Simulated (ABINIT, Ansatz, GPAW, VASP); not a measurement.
# One structure in several programs: TiOs (Pm-3m, 2 atoms in the cell)

Self-consistent single point, at a second geometry (lattice scaled by 0.98). First geometry:

```yaml
crystal:
  lattice:
    - [3.08463, 0.00000, 0.00000]
    - [0.00000, 3.08463, 0.00000]
    - [0.00000, 0.00000, 3.08463]
  atoms:
    - { symbol: Ti, position: [0.50000, 0.50000, 0.50000] }
    - { symbol: Os, position: [0.00000, 0.00000, 0.00000] }
```

Shared settings, as Ansatz (an electronic-structure program) writes them: kpoints.mp_grid.grid = 14 14 14; scf.occupations.method = gaussian; scf.occupations.width = 0.0073 Ry. Potentials and cutoffs stand in the table.

```csv
code,model,ΔF from the first geometry (meV/atom),pressure (GPa),cutoff
ABINIT,"PBEsol, norm-conserving pseudopotentials (PseudoDojo nc-sr-04 PBEsol standard)",12.4,11.10,1143 eV
VASP,"PBEsol, VASP's PBE PAW potentials (set 64)",13.8,10.59,300 eV
Ansatz,"PBEsol, default PAW files made with PBE",12.6,11.13,default
GPAW,"PBEsol, GPAW PAW datasets PBEsol (made by gpaw-setup)",13.6,11.11,800 eV
```

For VASP (by 0.9 GPa) the energy change implies a higher mean pressure, against the two pressures, than for the other programs: a sign of finite-basis (Pulay) stress.

On Ansatz's run: spin-orbit coupling is off. Spin polarisation is off.

The spread over the programs that give each value: ΔF from the first geometry within 1.4 meV/atom; pressure within 0.54 GPa.

Ansatz's pressure is given at a fixed set of plane waves, as the other plane-wave codes print theirs; with its correction for the finite basis it is 11.18 GPa.

VASP's run is marked for a possible Pulay error in its stress at this cutoff; no cutoff test was made.

The starting cell comes from a database of computed structures (which also holds hypothetical and non-ambient phases and stackings), without a prior relaxation at this level. For this run, on top of that: lattice scaled by 0.98.

Left out of this page: Quantum ESPRESSO, Elk, FLEUR and SIESTA (not drawn, or without a comparable value).

Keys are those of Ansatz 0.2.
